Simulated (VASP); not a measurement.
Level of theory: rev-vdW-DF2, VASP's PBE PAW potentials (set 64) (plane waves; VASP).

Input for VASP

### POSCAR
```
BaTiO3
1
    3.9837729775    -0.0000000000     0.0000000000
    0.0000000000     3.9837729775    -0.0000000000
    0.0000000000    -0.0000000000     3.9837729775
Ba Ti O
1 1 3
Direct
  0.0000000000   0.0000000000   0.0000000000
  0.5000000000   0.5000000000   0.5000000000
  0.5000000000   0.0000000000   0.5000000000
  0.0000000000   0.5000000000   0.5000000000
  0.5000000000   0.5000000000   0.0000000000
```

INCAR:
```
AGGAC  =  0.0
ALGO  =  Normal
EDIFF  =  1E-6
EDIFFG  =  -0.02
ENCUT  =  520
GGA  =  MK
IBRION  =  2
ISIF  =  3
ISMEAR  =  0
LASPH  =  .True.
LCHARG  =  .False.
LMAXMIX  =  4
LREAL  =  .False.
LUSE_VDW  =  .True.
LWAVE  =  .False.
NELM  =  100
NSW  =  60
PARAM1  =  0.1234568
PARAM2  =  0.7114
PREC  =  Accurate
SIGMA  =  0.05
SYSTEM  =  BaTiO3
ZAB_VDW  =  -1.8867
```

KPOINTS:
```
kpoints
0
G
 5 5 5
0 0 0
```

POTCAR, in this order: Ba_sv Ti_sv O (PBE.64 set). Program: vasp_std.

The resulting files:

### OSZICAR
```
       N       E                     dE             d eps       ncg     rms          rms(c)
DAV:   1     0.470826540185E+03    0.47083E+03   -0.21570E+04   480   0.182E+03
DAV:   2     0.277125450741E+01   -0.46806E+03   -0.46015E+03   584   0.499E+02
DAV:   3    -0.409897636687E+02   -0.43761E+02   -0.43708E+02   704   0.147E+02
DAV:   4    -0.431147958047E+02   -0.21250E+01   -0.21241E+01   696   0.281E+01
DAV:   5    -0.431897804217E+02   -0.74985E-01   -0.74983E-01   664   0.392E+00    0.238E+01
DAV:   6    -0.323433048965E+02    0.10846E+02   -0.74248E+01   760   0.778E+01    0.102E+01
DAV:   7    -0.323402829763E+02    0.30219E-02   -0.11260E+01   656   0.248E+01    0.663E+00
DAV:   8    -0.321697446924E+02    0.17054E+00   -0.10904E+00   632   0.103E+01    0.260E+00
DAV:   9    -0.321879831271E+02   -0.18238E-01   -0.20206E-01   616   0.327E+00    0.104E+00
DAV:  10    -0.321805512822E+02    0.74318E-02   -0.69030E-02   616   0.247E+00    0.562E-01
DAV:  11    -0.321778452430E+02    0.27060E-02   -0.19281E-02   672   0.111E+00    0.101E-01
DAV:  12    -0.321777721863E+02    0.73057E-04   -0.29920E-03   576   0.526E-01    0.800E-02
DAV:  13    -0.321777220173E+02    0.50169E-04   -0.21811E-04   640   0.112E-01    0.247E-02
DAV:  14    -0.321777201265E+02    0.18908E-05   -0.15406E-05   632   0.251E-02    0.187E-02
DAV:  15    -0.321777185735E+02    0.15530E-05   -0.37369E-06   480   0.196E-02    0.969E-03
DAV:  16    -0.321777174375E+02    0.11360E-05   -0.57438E-06   504   0.161E-02    0.134E-03
DAV:  17    -0.321777175015E+02   -0.64032E-07   -0.33219E-07   264   0.570E-03
   1 F= -.32177718E+02 E0= -.32177718E+02  d E =-.321777E+02
       N       E                     dE             d eps       ncg     rms          rms(c)
DAV:   1    -0.325816320927E+02   -0.40391E+00   -0.11836E+01   560   0.351E+01    0.525E+00
DAV:   2    -0.322258205769E+02    0.35581E+00   -0.14047E+00   568   0.112E+01    0.182E+00
DAV:   3    -0.321806016949E+02    0.45219E-01   -0.43130E-01   512   0.386E+00    0.853E-01
DAV:   4    -0.321715518008E+02    0.90499E-02   -0.92879E-02   696   0.223E+00    0.340E-01
DAV:   5    -0.321737977162E+02   -0.22459E-02   -0.10928E-02   704   0.705E-01    0.237E-01
DAV:   6    -0.321757394744E+02   -0.19418E-02   -0.56439E-03   632   0.384E-01    0.175E-01
DAV:   7    -0.321765392936E+02   -0.79982E-03   -0.19179E-03   648   0.266E-01    0.284E-02
DAV:   8    -0.321765606793E+02   -0.21386E-04   -0.16515E-04   576   0.648E-02    0.312E-02
DAV:   9    -0.321765642930E+02   -0.36136E-05   -0.37730E-05   568   0.484E-02    0.484E-03
DAV:  10    -0.321765650250E+02   -0.73202E-06   -0.28528E-06   432   0.116E-02
   2 F= -.32176565E+02 E0= -.32176565E+02  d E =0.115248E-02
       N       E                     dE             d eps       ncg     rms          rms(c)
DAV:   1    -0.322984725630E+02   -0.12191E+00   -0.31491E+00   560   0.177E+01    0.271E+00
DAV:   2    -0.322025290352E+02    0.95944E-01   -0.34986E-01   560   0.545E+00    0.929E-01
DAV:   3    -0.321892050325E+02    0.13324E-01   -0.91210E-02   552   0.189E+00    0.240E-01
DAV:   4    -0.321892557270E+02   -0.50695E-04   -0.16473E-02   640   0.710E-01    0.202E-01
DAV:   5    -0.321896585364E+02   -0.40281E-03   -0.19533E-03   672   0.364E-01    0.119E-01
DAV:   6    -0.321902325685E+02   -0.57403E-03   -0.13181E-03   696   0.192E-01    0.821E-02
DAV:   7    -0.321904023993E+02   -0.16983E-03   -0.37292E-04   688   0.125E-01    0.152E-02
DAV:   8    -0.321904057241E+02   -0.33247E-05   -0.26588E-05   608   0.320E-02    0.947E-03
DAV:   9    -0.321904078644E+02   -0.21404E-05   -0.42318E-06   520   0.148E-02    0.185E-03
DAV:  10    -0.321904078217E+02    0.42689E-07   -0.51291E-07   272   0.420E-03
   3 F= -.32190408E+02 E0= -.32190408E+02  d E =-.126903E-01
```

### OUTCAR
```
------------------------ aborting loop because EDIFF is reached ----------------------------------------
  FORCE on cell =-STRESS in cart. coord.  units (eV):
  Direction    XX          YY          ZZ          XY          YZ          ZX
  --------------------------------------------------------------------------------------
  Total       -0.0035501     -0.0035501     -0.0035501     -0.0000000      0.0000000     -0.0000000
  in kB       -0.0882709     -0.0882709     -0.0882709     -0.0000000      0.0000000     -0.0000000
  external PRESSURE =      -0.0882709 kB  Pullay stress =       0.0000000 kB
  volume of cell :       64.44
      direct lattice vectors                 reciprocal lattice vectors
     4.009065347  0.000000000 -0.000000000     0.249434697  0.000000000  0.000000000
     0.000000000  4.009065347 -0.000000000    -0.000000000  0.249434697  0.000000000
     0.000000000 -0.000000000  4.009065347     0.000000000  0.000000000  0.249434697
 POSITION                                       TOTAL-FORCE (eV/Angst)
 -----------------------------------------------------------------------------------
      0.00000      0.00000      0.00000         0.000000      0.000000      0.000000
      2.00453      2.00453      2.00453         0.000000     -0.000000      0.000000
      2.00453      0.00000      2.00453         0.000000     -0.000000      0.000000
      0.00000      2.00453      2.00453         0.000000     -0.000000      0.000000
      2.00453      2.00453     -0.00000         0.000000      0.000000      0.000000
 -----------------------------------------------------------------------------------
    total drift:                                0.000000      0.000000     -0.000000
  FREE ENERGIE OF THE ION-ELECTRON SYSTEM (eV)
  ---------------------------------------------------
  free  energy   TOTEN  =       -32.1904078217 eV

  energy  without entropy=      -32.1904078217  energy(sigma->0) =      -32.19040782

 reached required accuracy - stopping structural energy minimisation
```
(Selected blocks of OUTCAR.)

**CONTCAR**
```
BaTiO3
   1.00000000000000
     4.0090653472613882    0.0000000000000000   -0.0000000000000000
     0.0000000000000000    4.0090653472613882   -0.0000000000000000
     0.0000000000000000   -0.0000000000000000    4.0090653472613882
  Ba              Ti              O
     1     1     3
Direct
     0.0000000000000000    0.0000000000000000    0.0000000000000000
     0.5000000000000000    0.5000000000000000    0.5000000000000000
     0.5000000000000000    0.0000000000000000    0.5000000000000000
     0.0000000000000000    0.5000000000000000    0.5000000000000000
     0.5000000000000000    0.5000000000000000    0.0000000000000000
```

The compound is BaTiO3 in the cubic perovskite structure, the ideal cubic form; the compound distorts at low or room temperature. This run relaxes it. Symmetry was kept, so distortions that lower it aren't found. The start is the result of an earlier pass.
